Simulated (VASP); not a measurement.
Level of theory: LDA (Ceperley-Alder, Perdew-Zunger), VASP's LDA PAW potentials (set 64) (plane waves; VASP 6.6.1). Each cell was relaxed at this level, without spin-orbit coupling.

Task: Which of these comes out without a gap?
A. WSe2, P6_3/mmc (194)
B. CdSe, P6_3mc (186)
C. AlCl3, C2/m (12)
D. Mo3Si, Pm-3n (223)

Result: D, Mo3Si, Pm-3n (223). The others have gaps of 0.50 eV (CdSe, P6_3mc (186)), 4.92 eV (AlCl3, C2/m (12)), 0.84 eV (WSe2, P6_3/mmc (194)).
